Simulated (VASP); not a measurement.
All values below come from RPBE GGA, VASP's PBE PAW potentials (set 64) (plane waves; VASP).

A VASP calculation is set up with these files.

### INCAR
```
ALGO=Normal
EDIFF=1E-7
ENCUT=520
GGA=RP
ISIF=2
ISMEAR=-5
LASPH=.TRUE.
LCHARG=.TRUE.
LEFG=.TRUE.
LMAXMIX=4
LORBIT=11
LREAL=.FALSE.
LWAVE=.FALSE.
NEDOS=601
NELM=100
PREC=Accurate
SYSTEM=BaTiO3
```

**POSCAR**
```
BaTiO3
4.0695350
  0.9999999884   0.0000000000   0.0000000000
  0.0000000000   0.9999999884   0.0000000000
  0.0000000000   0.0000000000   0.9999999884
Ba Ti O
1 1 3
Cart
  0.0000000000   0.0000000000   0.0000000000
  0.4999999942   0.4999999942   0.4999999942
  0.4999999942   0.0000000000   0.4999999942
  0.0000000000   0.4999999942   0.4999999942
  0.4999999942   0.4999999942   0.0000000000
```

**KPOINTS**
```
Automatic mesh
0
Gamma
6 6 6
0 0 0
```

POTCAR, in this order: Ba_sv Ti_sv O (PBE.64 set). Program: vasp_std.

Output of the run:

**OSZICAR**
```
       N       E                     dE             d eps       ncg     rms          rms(c)
DAV:   1     0.463051681452E+03    0.46305E+03   -0.21412E+04   960   0.179E+03
DAV:   2     0.110086956511E+01   -0.46195E+03   -0.45671E+03  1160   0.490E+02
DAV:   3    -0.467864351399E+02   -0.47887E+02   -0.47835E+02  1384   0.151E+02
DAV:   4    -0.490451545524E+02   -0.22587E+01   -0.22576E+01  1368   0.297E+01
DAV:   5    -0.491327860046E+02   -0.87631E-01   -0.87628E-01  1336   0.401E+00    0.223E+01
DAV:   6    -0.381147786957E+02    0.11018E+02   -0.76755E+01  1480   0.742E+01    0.101E+01
DAV:   7    -0.381120809564E+02    0.26977E-02   -0.13195E+01  1208   0.261E+01    0.599E+00
DAV:   8    -0.379036842883E+02    0.20840E+00   -0.92938E-01  1272   0.888E+00    0.297E+00
DAV:   9    -0.379471258387E+02   -0.43442E-01   -0.41906E-01  1312   0.541E+00    0.147E+00
DAV:  10    -0.379302340977E+02    0.16892E-01   -0.16581E-01  1240   0.407E+00    0.418E-01
DAV:  11    -0.379285479867E+02    0.16861E-02   -0.14724E-02  1176   0.789E-01    0.142E-01
DAV:  12    -0.379291015192E+02   -0.55353E-03   -0.47800E-03  1264   0.579E-01    0.179E-01
DAV:  13    -0.379286006923E+02    0.50083E-03   -0.31029E-03  1192   0.518E-01    0.222E-02
DAV:  14    -0.379286030119E+02   -0.23196E-05   -0.66947E-05  1168   0.700E-02    0.162E-02
DAV:  15    -0.379286022207E+02    0.79121E-06   -0.39428E-05  1240   0.570E-02    0.805E-03
DAV:  16    -0.379286014712E+02    0.74959E-06   -0.69645E-06  1192   0.261E-02    0.221E-03
DAV:  17    -0.379286013698E+02    0.10137E-06   -0.34182E-07  1168   0.539E-03    0.996E-04
DAV:  18    -0.379286013606E+02    0.91550E-08   -0.51296E-08   536   0.216E-03
   1 F= -.37928601E+02 E0= -.37928601E+02  d E =0.000000E+00
```

**OUTCAR**
```
------------------------ aborting loop because EDIFF is reached ----------------------------------------
  FORCE on cell =-STRESS in cart. coord.  units (eV):
  Direction    XX          YY          ZZ          XY          YZ          ZX
  --------------------------------------------------------------------------------------
  Total       -0.0214945     -0.0214945     -0.0214945     -0.0000000     -0.0000000     -0.0000000
  in kB       -0.5109789     -0.5109789     -0.5109789     -0.0000000     -0.0000000     -0.0000000
  external PRESSURE =      -0.5109789 kB  Pullay stress =       0.0000000 kB
  volume of cell :       67.40
      direct lattice vectors                 reciprocal lattice vectors
     4.069534953  0.000000000  0.000000000     0.245728323  0.000000000  0.000000000
     0.000000000  4.069534953  0.000000000     0.000000000  0.245728323  0.000000000
     0.000000000  0.000000000  4.069534953     0.000000000  0.000000000  0.245728323
 POSITION                                       TOTAL-FORCE (eV/Angst)
 -----------------------------------------------------------------------------------
      0.00000      0.00000      0.00000         0.000000      0.000000      0.000000
      2.03477      2.03477      2.03477         0.000000      0.000000      0.000000
      2.03477      0.00000      2.03477         0.000000      0.000000      0.000000
      0.00000      2.03477      2.03477         0.000000      0.000000      0.000000
      2.03477      2.03477      0.00000         0.000000      0.000000      0.000000
 -----------------------------------------------------------------------------------
    total drift:                                0.000000      0.000000     -0.000000
  FREE ENERGIE OF THE ION-ELECTRON SYSTEM (eV)
  ---------------------------------------------------
  free  energy   TOTEN  =       -37.9286013606 eV

  energy  without entropy=      -37.9286013606  energy(sigma->0) =      -37.92860136

 total charge

# of ion       s       p       d       tot
------------------------------------------
    1        2.007   5.662   0.295   7.964
    2        2.195   6.236   1.643  10.073
    3        1.567   3.454   0.000   5.021
    4        1.567   3.454   0.000   5.021
    5        1.567   3.454   0.000   5.021
--------------------------------------------------
tot          8.903  22.259   1.938  33.100

 Electric field gradients after diagonalization (V/A^2)
 (convention: |V_zz| > |V_xx| > |V_yy|)
----------------------------------------------------------------------
 ion       V_xx      V_yy      V_zz     asymmetry (V_yy - V_xx)/ V_zz
----------------------------------------------------------------------
   1       0.000    -0.000     0.000      -1.395
   2       0.000     0.000    -0.000       0.054
   3     -15.474   -15.474    30.949       0.000
   4     -15.474   -15.474    30.949       0.000
   5     -15.474   -15.474    30.949       0.000
```
(Selected blocks of OUTCAR.)

The compound is BaTiO3 in the cubic perovskite structure, the ideal cubic form; the compound distorts at low or room temperature. It was relaxed first, which changed the volume by +5 %.
